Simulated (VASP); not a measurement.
The input files of a VASP run:

### POSCAR
```
Mo
1
   -1.5571921064     1.5571921064     1.5571921064
    1.5571921064    -1.5571921064     1.5571921064
    1.5571921064     1.5571921064    -1.5571921064
Mo
1
Direct
  0.0000000000   0.0000000000   0.0000000000
```

INCAR:
```
SYSTEM=Mo
PREC=Accurate; ENCUT=400; LREAL=F
LASPH=T
EDIFF=1E-8; NELM=100; ALGO=Normal
LMAXMIX=4
ISMEAR=1; SIGMA=0.1
IBRION=1; NSW=30; ISIF=2
EDIFFG=-0.001
LWAVE=F; LCHARG=F
```

**KPOINTS**
```
Automatic mesh
0
Gamma
15 15 15
0 0 0
```

POTCAR, in this order: Mo_sv (LDA.64 set). Program: vasp_std.

Question: Translate this LDA calculation to Ansatz.

Answer: One equivalent input (not run):
Ansatz 0.2 input:
```yaml
crystal:
  lattice:
    - [-1.5571921, 1.5571921, 1.5571921]
    - [1.5571921, -1.5571921, 1.5571921]
    - [1.5571921, 1.5571921, -1.5571921]
  atoms:
    - { symbol: Mo, position: [0.0000000, 0.0000000, 0.0000000] }
kpoints:
  mp_grid: { grid: [15, 15, 15] }
hamiltonian:
  xc: lda
  pseudopotentials: { kind: paw }
scf:
  occupations: { method: methfessel_paxton, width: 0.1 }
  max_iter: 100
relax:
  max_steps: 30
  f_tol: 0.001
output: { forces: true, stress: true, eigenvalues: true }
```
The two are equivalent in intent, not identical: each code has its own PAW files, so the cut-off isn't converted (ENCUT is set for VASP's; basis.ecutwfc is left out, and Ansatz then takes the one that its files recommend); Ansatz stops its SCF on the density residual and VASP on the energy change (EDIFF); Ansatz's lda is the Perdew-Wang form, while the LDA potentials of VASP carry Perdew-Zunger's.

The compound is Mo in the bcc structure. It was relaxed first. The start is the result of an earlier pass.
